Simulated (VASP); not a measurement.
# Ga4P3Sb (ordered alloy cell): computed properties

These are PBEsol GGA, VASP's PBE PAW potentials (set 64) (plane waves; VASP 6.6.1) values and carry that method's errors.

```
Item                                                                                                                  Value
---------------------------------------------  ----------------------------------------------------------------------------
space group                                                                                                     P-43m (215)
cell                                           a = 5.6032 Å, b = 5.6032 Å, c = 5.6032 Å, α = 90.00°, β = 90.00°, γ = 90.00°
volume per atom                                                                                               21.99 Å³/atom
band gap (over mesh and band path)                                                                                  0.35 eV
smallest direct gap (over mesh and band path)                                                                       0.35 eV
band-edge character                                                                                          direct, Γ to Γ
density                                                                                                          4.66 g/cm³
```

```yaml
crystal:
  lattice:
    - [5.60315, 0.00000, 0.00000]
    - [0.00000, 5.60315, 0.00000]
    - [0.00000, 0.00000, 5.60315]
  atoms:
    - { symbol: Ga, position: [0.98752, 0.98752, 0.98752] }
    - { symbol: Ga, position: [0.51248, 0.51248, 0.98752] }
    - { symbol: Ga, position: [0.51248, 0.98752, 0.51248] }
    - { symbol: Ga, position: [0.98752, 0.51248, 0.51248] }
    - { symbol: Sb, position: [0.25000, 0.25000, 0.25000] }
    - { symbol: P, position: [0.75000, 0.75000, 0.25000] }
    - { symbol: P, position: [0.75000, 0.25000, 0.75000] }
    - { symbol: P, position: [0.25000, 0.75000, 0.75000] }
```

Unless said otherwise, spin-orbit coupling is left out, though it shifts the bands of the heavy elements here.

The structure was generated: Ga4P3Sb was put into an ordered model structure (P-43m), which need not be its known phase. It was relaxed first. Symmetry was kept, so distortions that lower it aren't found.
